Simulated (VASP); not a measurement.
Output of a VASP run:

File OUTCAR:
```
 ion  position               nearest neighbor table
   1  0.000  0.000  0.000-   3 2.34   3 2.34   3 2.34   2 2.34   3 2.34   2 2.34   2 2.34   2 2.34
  LATTYP: Found a face centered cubic cell.
 ALAT       =     5.4126502738
 Subroutine PRICEL returns:
 Original cell was already a primitive cell.
 Subroutine GETGRP returns: Found 48 space group operations
The static configuration has the point symmetry O_h .
The dynamic configuration has the point symmetry O_h .
 Subroutine INISYM returns: Found 48 space group operations
 Subroutine IBZKPT returns following result:
 Found     20 irreducible k-points:

 Following reciprocal coordinates:
            Coordinates               Weight
  0.000000  0.000000  0.000000      1.000000
  0.142857  0.000000  0.000000      8.000000
  0.285714  0.000000  0.000000      8.000000
  0.428571  0.000000  0.000000      8.000000
  0.142857  0.142857  0.000000      6.000000
  0.285714  0.142857  0.000000     24.000000
  0.428571  0.142857  0.000000     24.000000
 -0.428571  0.142857  0.000000     24.000000
 -0.285714  0.142857  0.000000     24.000000
 -0.142857  0.142857  0.000000     12.000000
  0.285714  0.285714  0.000000      6.000000
  0.428571  0.285714  0.000000     24.000000
 -0.428571  0.285714  0.000000     24.000000
 -0.285714  0.285714  0.000000     12.000000
  0.428571  0.428571  0.000000      6.000000
 -0.428571  0.428571  0.000000     12.000000
  0.428571  0.285714  0.142857     24.000000
 -0.428571  0.285714  0.142857     48.000000
 -0.428571  0.428571  0.142857     24.000000
 -0.285714  0.428571  0.142857     24.000000
   k-points           NKPTS =     20   k-points in BZ     NKDIM =     20   number of bands    NBANDS=     16
   number of dos      NEDOS =    301   number of ions     NIONS =      3
   total plane-waves  NPLWV =  21952
   dimension x,y,z NGX =    28 NGY =   28 NGZ =   28
   dimension x,y,z NGXF=    56 NGYF=   56 NGZF=   56
   ions per type =               1   2
   PREC   = accura    normal or accurate (medium, high low for compatibility)
   ISTART =      0    job   : 0-new  1-cont  2-samecut
   ICHARG =      2    charge: 1-file 2-atom 10-const
   ISPIN  =      1    spin polarized calculation?
   LNONCOLLINEAR =      F non collinear calculations
   LSORBIT =      F    spin-orbit coupling
   INIWAV =      1    electr: 0-lowe 1-rand  2-diag
   ENCUT  =  520.0 eV  38.22 Ry    6.18 a.u.   7.12  7.12  7.12*2*pi/ulx,y,z
   NELM   =    100;   NELMIN=  2; NELMDL= -5     # of ELM steps
   EDIFF  = 0.1E-06   stopping-criterion for ELM
   LREAL  =      F    real-space projection
   NLSPLINE    = F    spline interpolate recip. space projectors
   LMAXMIX     =    6 max onsite mixed and CHGCAR
   VOSKOWN=      0    Vosko Wilk Nusair interpolation
   EDIFFG = 0.1E-05   stopping-criterion for IOM
   NSW    =      0    number of steps for IOM
   NBLOCK =      1;   KBLOCK =      1    inner block; outer block
   IBRION =     -1    ionic relax: 0-MD 1-quasi-New 2-CG
   NFREE  =      0    steps in history (QN), initial steepest desc. (CG)
   ISIF   =      2    stress and relaxation
   ISYM   =      2    0-nonsym 1-usesym 2-fastsym
   TEIN   =    0.0    initial temperature
   TEBEG  =    0.0;   TEEND  =   0.0 temperature during run
   SMASS  =  -3.00    Nose mass-parameter (am)
   PSTRESS=    0.0 pullay stress
   NELECT =      24.0000    total number of electrons
   EFERMI =   0.00;   METHOD = LEGACY
   ISMEAR =     0;   SIGMA  =   0.05  broadening in eV -4-tet -1-fermi 0-gaus
   IALGO  =     38    algorithm
   LDIAG  =      T    sub-space diagonalisation (order eigenvalues)
   IMIX   =      4    mixing-type and parameters
     AMIX     =   0.40;   BMIX     =  1.00
     AMIX_MAG =   1.60;   BMIX_MAG =  1.00
     AMIN     =   0.10
   GGA     = 91    functional components
   VOSKOWN =     0    Vosko Wilk Nusair interpolation
   LHFCALC =     F    Hartree Fock is set to
   LHFONE  =     F    Hartree Fock one center treatment
   AEXX    =    0.0000 exact exchange contribution
...
```

File OSZICAR:
```
       N       E                     dE             d eps       ncg     rms          rms(c)
DAV:   1     0.227978597256E+03    0.22798E+03   -0.11687E+04   656   0.198E+03
DAV:   2     0.113718136144E+02   -0.21661E+03   -0.20586E+03   920   0.308E+02
DAV:   3    -0.302458527591E+02   -0.41618E+02   -0.36835E+02   832   0.151E+02
DAV:   4    -0.320898682143E+02   -0.18440E+01   -0.18436E+01  1000   0.355E+01
DAV:   5    -0.321961749289E+02   -0.10631E+00   -0.10630E+00  1056   0.746E+00    0.313E+01
DAV:   6    -0.297775668934E+02    0.24186E+01   -0.95591E+01   960   0.608E+01    0.268E+01
DAV:   7    -0.285500174691E+02    0.12275E+01   -0.18975E+02   992   0.135E+02    0.222E+01
DAV:   8    -0.278139355684E+02    0.73608E+00   -0.37241E+00   744   0.214E+01    0.147E+01
DAV:   9    -0.264538042802E+02    0.13601E+01   -0.69532E+00   968   0.222E+01    0.190E+00
DAV:  10    -0.264217327013E+02    0.32072E-01   -0.26655E-01  1048   0.463E+00    0.133E+00
DAV:  11    -0.264007329835E+02    0.21000E-01   -0.47874E-02  1008   0.204E+00    0.113E+00
DAV:  12    -0.263785853838E+02    0.22148E-01   -0.12198E-01   808   0.281E+00    0.808E-01
DAV:  13    -0.263803008401E+02   -0.17155E-02   -0.79542E-02  1120   0.268E+00    0.781E-01
DAV:  14    -0.263791148906E+02    0.11859E-02   -0.66583E-02   840   0.250E+00    0.369E-01
DAV:  15    -0.263777973291E+02    0.13176E-02   -0.14791E-02   960   0.122E+00    0.128E-01
DAV:  16    -0.263777814267E+02    0.15902E-04   -0.25919E-04   976   0.149E-01    0.661E-02
DAV:  17    -0.263777799065E+02    0.15203E-05   -0.34607E-05  1000   0.443E-02    0.169E-02
DAV:  18    -0.263777781126E+02    0.17938E-05   -0.56820E-06  1024   0.206E-02    0.779E-03
DAV:  19    -0.263777763884E+02    0.17243E-05   -0.68551E-06   904   0.258E-02    0.285E-03
DAV:  20    -0.263777762796E+02    0.10872E-06   -0.63681E-07   800   0.745E-03    0.278E-03
DAV:  21    -0.263777762632E+02    0.16457E-07   -0.68334E-08   408   0.262E-03
   1 F= -.26377776E+02 E0= -.26377776E+02  d E =-.704009E-12
```

**OUTCAR**
```
------------------------ aborting loop because EDIFF is reached ----------------------------------------
  FORCE on cell =-STRESS in cart. coord.  units (eV):
  Direction    XX          YY          ZZ          XY          YZ          ZX
  --------------------------------------------------------------------------------------
  Total        1.3385554      1.3385554      1.3385554     -0.0000000      0.0000000     -0.0000000
  in kB       54.0974774     54.0974774     54.0974774     -0.0000000      0.0000000     -0.0000000
  external PRESSURE =      54.0974774 kB  Pullay stress =       0.0000000 kB
  volume of cell :       39.64
      direct lattice vectors                 reciprocal lattice vectors
     0.000000000  2.706325137  2.706325137    -0.184752376  0.184752376  0.184752376
     2.706325137  0.000000000  2.706325137     0.184752376 -0.184752376  0.184752376
     2.706325137  2.706325137  0.000000000     0.184752376  0.184752376 -0.184752376
 POSITION                                       TOTAL-FORCE (eV/Angst)
 -----------------------------------------------------------------------------------
      0.00000      0.00000      0.00000        -0.000000     -0.000000     -0.000000
      1.35316      1.35316      1.35316         0.000000      0.000000      0.000000
      4.05949      4.05949      4.05949        -0.000000     -0.000000     -0.000000
 -----------------------------------------------------------------------------------
    total drift:                                0.000000      0.000000      0.000000
  FREE ENERGIE OF THE ION-ELECTRON SYSTEM (eV)
  ---------------------------------------------------
  free  energy   TOTEN  =       -26.3777762632 eV

  energy  without entropy=      -26.3777762632  energy(sigma->0) =      -26.37777626
```
(Selected blocks of OUTCAR.)

**POSCAR**
```
CeO2
1
    0.0000000000     2.7063251369     2.7063251369
    2.7063251369     0.0000000000     2.7063251369
    2.7063251369     2.7063251369     0.0000000000
Ce O
1 2
Direct
  0.0000000000   0.0000000000   0.0000000000
  0.2500000000   0.2500000000   0.2500000000
  0.7500000000   0.7500000000   0.7500000000
```

Question: Reconstruct the remaining input files.

Answer: One answer among several that fit: the input of the run itself, PW91 GGA, plane waves, VASP's PBE PAW potentials (set 64).

### KPOINTS
```
kpoints
0
gamma
  7 7 7
0 0 0
```

### INCAR
```
ALGO = Normal
EDIFF = 1E-7
ENCUT = 520
GGA = 91
ISIF = 2
ISMEAR = 0
LASPH = .TRUE.
LCHARG = .FALSE.
LMAXMIX = 6
LREAL = .FALSE.
LWAVE = .FALSE.
NELM = 100
PREC = Accurate
SIGMA = 0.05
SYSTEM = CeO2
```

POTCAR, in this order: Ce O (PBE.64 set). Program: vasp_std.

The compound is CeO2 in the fluorite structure. This cell is one point of a volume scan, at 0.97 of the reference volume. The run is not spin-polarised, so no magnetic state was tried.
